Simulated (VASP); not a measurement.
Here is the system:

```xyz
4
Lattice="3.3358 0.0000 0.0000 -1.6679 2.8889 0.0000 0.0000 0.0000 5.5348" Properties=species:S:1:pos:R:3 pbc="T T T"
Be     0.0000     1.9259     0.0086
Be     1.6679     0.9630     2.7760
Se     0.0000     1.9259     2.0669
Se     1.6679     0.9630     4.8343
```

Level of theory: PBEsol GGA, VASP's PBE PAW potentials (set 64) (plane waves; VASP 6.6.1). Run with 500 eV cut-off, 8×8×4 Γ-centred mesh, Gaussian smearing of 0.050 eV, potentials Be Se.

### Question
What does the run give for the energy per atom (σ→0), pressure?

### Answer

The energy per atom (σ→0) is -4.441 eV/atom and the pressure is 30.06 GPa.

Only differences to runs with the same potentials and settings are physical.

The structure was generated: BeSe was put into the wurtzite type (P6_3mc), which need not be its known phase. It was relaxed first under an external pressure of 30 GPa.
